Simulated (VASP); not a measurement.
# Rh: a series in biaxial strain in the (001) plane

How do stress and energy of Rh follow biaxial strain in the (001) plane?

Calculated with VASP 6.6.1; PBEsol; plane waves and PAW (Rh_pv), in the first sound run; inputs show where later runs differ.

This is a report of a sequence of runs, with most program output left out.

## (1) Starting point

It takes space group Fm-3m (No. 225, cubic). The conventional cell has a = 3.800 Å, b = 3.800 Å, c = 3.800 Å, α = 90.00°, β = 90.00°, γ = 90.00°. Nearest to Rh lie 12 Rh at 2.69 Å.

## (2) Relax the crystal, PBEsol

The series starts from the cell that this level prefers, so that zero strain is near zero stress.

This step took 2 runs in a row; the last is shown.

Level: PBEsol; plane waves and PAW (Rh_pv).

The input, INCAR:

```
SYSTEM = Rh
PREC = Accurate
ENCUT = 450
EDIFF = 1E-07
NELM = 120
ISMEAR = 1
SIGMA = 0.15
LREAL = .FALSE.
ALGO = Normal
GGA = PS
NBANDS = 13
LASPH = .TRUE.
LORBIT = 11
LWAVE = .FALSE.
LCHARG = .FALSE.
KPAR = 8
IBRION = 2
NSW = 40
ISIF = 3
EDIFFG = -0.005
POTIM = 0.4
```

The input, POSCAR:

```
Rh
1.0
    0.0000000000      1.8895210939      1.8895210939
    1.8895210939      0.0000000000      1.8895210939
    1.8895210939      1.8895210939      0.0000000000
Rh
1
Direct
    0.0000000000      0.0000000000      0.0000000000
```

The input, KPOINTS:

```
Automatic mesh
0
Gamma
27 27 27
0 0 0
```

PAW data sets: Rh_pv (PBE family, release 64).

Launch:

```sh
> mpirun -np 8 vasp_std
```

It took 22 s on 8 MPI ranks of AMD EPYC 7R43, shared host; peak memory 1.2 GiB; 2.7 min of CPU time.

Read from the output:

* energy(sigma→0) of the program: -8.1386 eV
* stress, compression positive: xx, yy, zz 0.01, 0.01, 0.01 GPa
* volume: 13.488 Å³
* ionic steps: 3

## (3) Strain along the normal, PBEsol

One member in full: the plane is strained by -0.5 %, and the strain along the normal is moved by secant steps until the normal stress is under 0.012 GPa or five steps are spent; the atoms relax at each step.

This step took 3 runs, each at a new trial strain with the atoms of the one before; the last is shown.

Level: PBEsol; plane waves and PAW (Rh_pv).

Changes to INCAR since step 2:

```diff
@@ -15,7 +15,7 @@
 LCHARG = .FALSE.
-KPAR = 8
-IBRION = 2
-NSW = 40
-ISIF = 3
-EDIFFG = -0.005
-POTIM = 0.4
+KPAR = 2
+IBRION = 1
+NSW = 25
+ISIF = 2
+EDIFFG = -0.004
+POTIM = 0.3
```

The input, POSCAR:

```
Rh
1.0
    0.0000000000      1.8798823850      1.8977177220
    1.8798823850      0.0000000000      1.8977177220
    1.8798823850      1.8798823850      0.0000000000
Rh
1
Direct
    0.0000000000      0.0000000000      0.0000000000
```

KPOINTS is that of step 2.

Launch:

```sh
> mpirun -np 2 vasp_std
```

Run time: 86 s. Hardware: 2 MPI ranks; peak memory 0.51 GiB; 2.8 min of CPU time.

This run gave:

```
energy(sigma→0) of the program : -8.1374 eV
stress, compression positive   : xx, yy, zz 2.57, 2.57, 0.00 GPa
ionic steps                    : 1
```

## (4) The whole series

The other members went through these steps as far as the tables show, with the same cutoff and, step by step, the same mesh; 33 runs are not shown. The session took 1.8 core hours (wall time by ranks) on a shared machine.

```csv
in-plane strain (%),strain along the normal (%),"in-plane stress, tension positive (GPa)","energy above the unstrained row, extrapolated to no smearing (meV/atom)"
-2.000,1.792,-11.089,18.498
-1.500,1.337,-8.113,10.350
-1.000,0.888,-5.272,4.604
-0.500,0.444,-2.575,1.194
0,0.003,-0.008,0.000
0.500,-0.433,?,?
1.000,-0.867,4.746,3.821
1.500,-1.298,6.930,8.640
2.000,-1.730,8.988,15.260
```

## (5) Stress from the known rows

A least-squares parabola through the 8 rows shown, with e the strain in %: stress = − 0.2616 e² + 5.016 e − 0.003135 (GPa), r.m.s. residual 0.0053 GPa.

At e = 0.5 this predicts 2.440 GPa.

## (6) The withheld row

The calculation gives 2.432 GPa, so the prediction is 0.008 GPa too high, within twice the residual of the fit.

Slopes at zero strain, from cubics through all rows: strain ratio -0.876, stress over strain 501 GPa.

## (7) Results

```json
{"error of the predicted stress": "0.008 GPa", "ratio of normal to in-plane strain": "-0.876", "biaxial modulus": "501 GPa"}
```

As a check, the curvature of the energy gives 501 GPa for the same modulus (energy per volume = M × strain²), 0 % from the slope of the stress. The energy also has a linear term worth 0.15 GPa that the stress column lacks, a mark of the finite basis or of the smearing. These are static values: temperature and zero-point motion are left out. In a metal the slopes also depend on mesh and smearing, which were held through the series.

[Lines on the potential files, build, host, timing and source positions are cut from VASP's logs without a mark.]

[Logs are printed without paths, hosts, clocks, repeated set-up lines and the standing remarks that a program may print on its own settings, such as how far it seeks lower states.]

[Hosts, paths, dates, database ids (printed as entryN), source tags and the programs' standing remarks are cut or masked in the printed files.]

[In band tables of VASP the shares of atoms and orbitals are scaled to a sum of 1 inside the atoms' spheres.]
